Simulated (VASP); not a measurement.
A convergence study with VASP on GaN (zinc blende): one setting is varied, all else stays as given below, so the limit is that of these other settings.

```
CELL_PARAMETERS angstrom
      0.00000     2.26000     2.26000
      2.26000     0.00000     2.26000
      2.26000     2.26000     0.00000
ATOMIC_POSITIONS crystal
  Ga 0.00000 0.00000 0.00000
  N  0.25000 0.25000 0.25000
```

Level of theory: LDA (Ceperley-Alder, Perdew-Zunger), VASP's LDA PAW potentials (set 64) (plane waves; VASP). The tightest run used: 700 eV cut-off, 15×15×15 Monkhorst-Pack mesh, Gaussian smearing of 0.050 eV, potentials Ga_d N.

The settings run are 1×1×1 mesh; 2×2×2 mesh; 3×3×3 mesh; 4×4×4 mesh; 5×5×5 mesh; 6×6×6 mesh; 7×7×7 mesh; 8×8×8 mesh; 9×9×9 mesh; 10×10×10 mesh; 11×11×11 mesh; 12×12×12 mesh; 13×13×13 mesh; 14×14×14 mesh; 15×15×15 mesh. From which on does the energy per atom stay within 0.001 eV/atom of the tightest run?

From 6×6×6 mesh on: it is off by 0.0000 there and by no more than 0.001 in any finer run, while 5×5×5 mesh is off by 0.0083.
```tsv
setting	E (eV/atom)	pressure (GPa)	irreducible k-points	difference judged (eV/atom)
1×1×1 mesh	1.3355	50.49	1	8.2992
2×2×2 mesh	-6.9317	-7.06	2	0.0321
3×3×3 mesh	-6.8122	-6.88	4	0.1516
4×4×4 mesh	-6.9637	-7.14	10	0.0001
5×5×5 mesh	-6.9555	-7.22	10	0.0083
6×6×6 mesh	-6.9638	-7.14	28	0.0000
7×7×7 mesh	-6.9630	-7.17	20	0.0008
8×8×8 mesh	-6.9637	-7.14	60	0.0000
9×9×9 mesh	-6.9637	-7.15	35	0.0001
10×10×10 mesh	-6.9637	-7.14	110	0.0000
11×11×11 mesh	-6.9637	-7.14	56	0.0000
12×12×12 mesh	-6.9637	-7.14	182	0.0000
13×13×13 mesh	-6.9637	-7.14	84	0.0000
14×14×14 mesh	-6.9637	-7.14	280	0.0000
15×15×15 mesh	-6.9637	-7.14	120	0.0000
```

Left out are rungs that failed or repeat a setting and relaxations that didn't move; long series are thinned to 24 rows.

The compound is GaN in the zinc blende structure, a metastable form; wurtzite is the usual one. The cell was not relaxed at this level.
